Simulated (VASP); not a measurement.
These are modified Becke-Johnson potential (mBJ), VASP's PBE PAW potentials (set 64) (plane waves; VASP 6.6.1) values and carry that method's errors.

A VASP calculation is set up with these files.

**KPOINTS_OPT**
```
k-points along high-symmetry lines
11
Line-mode
Reciprocal
  0.000000   0.000000   0.000000 ! GAMMA
  0.500000   0.000000   0.500000 ! X

  0.500000   0.000000   0.500000 ! X
  0.625000   0.250000   0.625000 ! U

  0.375000   0.375000   0.750000 ! K
  0.000000   0.000000   0.000000 ! GAMMA

  0.000000   0.000000   0.000000 ! GAMMA
  0.500000   0.500000   0.500000 ! L

  0.500000   0.500000   0.500000 ! L
  0.500000   0.250000   0.750000 ! W

  0.500000   0.250000   0.750000 ! W
  0.500000   0.000000   0.500000 ! X
```

**KPOINTS**
```
Automatic mesh
0
Gamma
6 6 6
0 0 0
```

INCAR:
```
! general
SYSTEM  = PbF2
PREC    = Accurate
ENCUT   = 520
LREAL   = .FALSE.
LASPH   = .TRUE.

! electronic loop
EDIFF   = 1E-6
NELM    = 200
ALGO    = Normal
LMAXMIX = 4
LMIXTAU = .TRUE.

! smearing
ISMEAR  = 0
SIGMA   = 0.05

! functional
METAGGA = MBJ

! ions
ISIF    = 0

! output
LWAVE   = .FALSE.
LCHARG  = .FALSE.
```

### POSCAR
```
PbF2
1
    0.0000000000     2.9970633668     2.9970633668
    2.9970633668     0.0000000000     2.9970633668
    2.9970633668     2.9970633668     0.0000000000
Pb F
1 2
Direct
  0.0000000000   1.0000000000   0.0000000000
  0.2500000000   0.2500000000   0.2500000000
  0.7500000000   0.7500000000   0.7500000000
```

POTCAR, in this order: Pb_d F (PBE.64 set). Program: vasp_std. Read from the step before: WAVECAR.

Output

File OSZICAR:
```
       N       E                     dE             d eps       ncg     rms          rms(c)
DAV:   1     0.116712583169E+04    0.11671E+04   -0.28514E+00   724   0.180E+01    0.139E+00
DAV:   2     0.116637742537E+04   -0.74841E+00   -0.55720E+00   614   0.231E+01    0.311E+00
DAV:   3     0.116606132450E+04   -0.31610E+00   -0.31703E-01   592   0.464E+00    0.379E+00
DAV:   4     0.116469585226E+04   -0.13655E+01   -0.17371E-01   592   0.482E+00    0.459E+00
DAV:   5     0.116774236535E+04    0.30465E+01   -0.93205E-01   584   0.112E+01    0.152E+00
DAV:   6     0.116700695409E+04   -0.73541E+00   -0.13664E-01   590   0.403E+00    0.210E+00
DAV:   7     0.116764845532E+04    0.64150E+00   -0.30958E-02   578   0.181E+00    0.159E+00
DAV:   8     0.116848935455E+04    0.84090E+00   -0.44699E-02   576   0.245E+00    0.900E-01
DAV:   9     0.116846936090E+04   -0.19994E-01   -0.71080E-03   580   0.980E-01    0.964E-01
DAV:  10     0.116886439753E+04    0.39504E+00   -0.11074E-02   578   0.141E+00    0.661E-01
DAV:  11     0.116980736074E+04    0.94296E+00   -0.57652E-02   576   0.259E+00    0.157E-01
DAV:  12     0.116981910476E+04    0.11744E-01   -0.18970E-02   600   0.141E+00    0.115E-01
DAV:  13     0.116985271508E+04    0.33610E-01   -0.11981E-03   580   0.414E-01    0.890E-02
DAV:  14     0.116983838243E+04   -0.14333E-01   -0.15030E-03   582   0.321E-01    0.708E-02
DAV:  15     0.116983250751E+04   -0.58749E-02   -0.36502E-04   702   0.218E-01    0.647E-02
DAV:  16     0.116982556540E+04   -0.69421E-02   -0.79641E-05   576   0.907E-02    0.592E-02
DAV:  17     0.116979645286E+04   -0.29113E-01   -0.11220E-04   610   0.142E-01    0.301E-02
DAV:  18     0.116976231225E+04   -0.34141E-01   -0.71212E-05   592   0.113E-01    0.585E-03
DAV:  19     0.116975281467E+04   -0.94976E-02   -0.22789E-05   602   0.505E-02    0.277E-03
DAV:  20     0.116974738891E+04   -0.54258E-02   -0.37987E-06   580   0.227E-02    0.142E-03
DAV:  21     0.116974773948E+04    0.35057E-03   -0.97409E-07   340   0.998E-03    0.535E-04
DAV:  22     0.116974598021E+04   -0.17593E-02   -0.50310E-07   368   0.103E-02    0.148E-03
DAV:  23     0.116974688988E+04    0.90967E-03   -0.98660E-08   320   0.447E-03    0.686E-04
DAV:  24     0.116974724860E+04    0.35872E-03   -0.10826E-07   368   0.325E-03    0.736E-04
DAV:  25     0.116974799032E+04    0.74173E-03   -0.47072E-08   320   0.327E-03    0.194E-04
DAV:  26     0.116974802239E+04    0.32063E-04   -0.27669E-08   288   0.215E-03    0.259E-04
DAV:  27     0.116974822656E+04    0.20417E-03   -0.98231E-09   288   0.175E-03    0.573E-05
DAV:  28     0.116974825363E+04    0.27076E-04   -0.33099E-09   288   0.776E-04    0.567E-05
DAV:  29     0.116974825289E+04   -0.74586E-06   -0.10551E-09   288   0.519E-04
   1 F= 0.11697483E+04 E0= 0.11697483E+04  d E =-.317302E-11
       N       E                     dE             ncg
       N       E                     dE             ncg
       N       E                     dE             ncg
       N       E                     dE             ncg
       N       E                     dE             ncg
```

### OUTCAR
```
------------------------ aborting loop because EDIFF is reached ----------------------------------------
  volume of cell :       53.84
      direct lattice vectors                 reciprocal lattice vectors
     0.000000000  2.997063367  2.997063367    -0.166829973  0.166829973  0.166829973
     2.997063367  0.000000000  2.997063367     0.166829973 -0.166829973  0.166829973
     2.997063367  2.997063367  0.000000000     0.166829973  0.166829973 -0.166829973
 POSITION                                       TOTAL-FORCE (eV/Angst)
 -----------------------------------------------------------------------------------
      0.00000      0.00000      0.00000         0.000000     -0.000000      0.000000
      1.49853      1.49853      1.49853        -0.000000     -0.000000     -0.000000
      4.49560      4.49560      4.49560         0.000000      0.000000     -0.000000
 -----------------------------------------------------------------------------------
    total drift:                                0.000000     -0.000000      0.000000
  FREE ENERGIE OF THE ION-ELECTRON SYSTEM (eV)
  ---------------------------------------------------
  free  energy   TOTEN  =      1169.7482528881 eV

  energy  without entropy=     1169.7482528882  energy(sigma->0) =     1169.74825289

     CMBJ =    1.0000

     CMBJA=   -0.0120

     CMBJB=    1.0230

     CMBJE=    0.5000

    CMBJ =    1.4663
```
(Selected blocks of OUTCAR.)

OUTCAR:
```
 val. band max:        3.2635497059   @ k =  -0.3333   0.5000   0.1667

 cond. band min:       9.1968198890   @ k =   0.5000   0.5000   0.0000


 Fermi energy:         3.4872928349

 k-point     1 :       0.0000    0.0000    0.0000
  band No.  band energies     occupation
      1     -19.8079      2.00000
      2     -19.4260      2.00000
      3     -11.8220      2.00000
      4     -11.8220      2.00000
      5     -11.8219      2.00000
      6     -11.7909      2.00000
      7     -11.7909      2.00000
      8      -0.4394      2.00000
      9       0.6535      2.00000
     10       0.6535      2.00000
     11       0.6543      2.00000
     12       1.0700      2.00000
     13       1.0700      2.00000
     14       1.0708      2.00000
     15      11.4218      0.00000
     16      11.4218      0.00000
     17      11.4223      0.00000
     18      16.7311      0.00000

 k-point     2 :       0.1667    0.0000    0.0000
  band No.  band energies     occupation
      1     -19.7765      2.00000
      2     -19.4504      2.00000
      3     -11.8158      2.00000
      4     -11.8157      2.00000
      5     -11.7898      2.00000
      6     -11.7898      2.00000
      7     -11.7894      2.00000
      8      -0.9991      2.00000
      9       0.5622      2.00000
     10       0.6264      2.00000
     11       0.6271      2.00000
     12       1.0374      2.00000
     13       1.0381      2.00000
     14       1.8043      2.00000
     15      10.8048      0.00000
     16      11.5762      0.00000
     17      11.5766      0.00000
     18      17.8980      0.00000

 k-point     3 :       0.3333    0.0000    0.0000
  band No.  band energies     occupation
      1     -19.6996      2.00000
      2     -19.5208      2.00000
      3     -11.8122      2.00000
      4     -11.8121      2.00000
      5     -11.7791      2.00000
      6     -11.7790      2.00000
      7     -11.7258      2.00000
      8      -1.6548      2.00000
      9       0.4494      2.00000
...
```

mBJ is a potential without an energy functional, so only the levels count. Unless said otherwise, spin-orbit coupling is left out, though it shifts the bands of the heavy elements here.

The compound is PbF2 in the fluorite structure, the β form. It was relaxed first. The cell's shape comes from a PBE relaxation.
